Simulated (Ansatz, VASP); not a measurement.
BeLu: the dispersion correction in 2 programs

The cell as given:

The structure is cubic, space group Pm-3m (No. 221). Conventional cell: a = 3.320 Å, b = 3.320 Å, c = 3.320 Å, α = 90.00°, β = 90.00°, γ = 90.00°. Lu (site symmetry m-3m) is surrounded by 8 Be at 2.88 Å. Around Be (site symmetry m-3m) lie 8 Lu at 2.88 Å.

The cell comes from a database or a generator and needn't be the stable form of this composition.

Kept alike: task relaxation of cell and atoms; functional revPBE; k mesh 8 × 8 × 8; occupations fermi-dirac, width 0.05 eV; no spin polarisation. The mesh is that of the run's cell of 2 atoms. No spin-orbit coupling.

- A: Ansatz, Ansatz PAW, made for PBE, cutoff 420 eV
- B: VASP, PBE PAW files Be, Lu, 600 eV, made for PBE

```csv
dispersion correction,A: volume (Å³/atom),B: volume (Å³/atom)
none,18.775,18.829
D3(BJ),17.368,17.420
D4,18.234,18.274
```

Values on potentials made for another functional: all of A; all of B. Values hold for each row's relaxed cell, which stops near the pressure aimed at (zero). Ansatz's stress holds its Pulay term. Programs can differ in the three-body term of D3, and some take D4 from an outside library. For a metal such a mesh leaves the last digits unconverged.

Task: How large is the effect of the dispersion correction, and do the programs agree on it?

Result: From none to D3(BJ) the volume moves by -1.407 in A, -1.409 in B (Å³/atom). Row by row the programs differ by 0.040 to 0.054, and over this span the shifts, as printed, agree within 1 %. Shifts from none: D3(BJ) -1.407, -1.409; D4 -0.541, -0.555; the programs' shifts differ by up to 0.014.
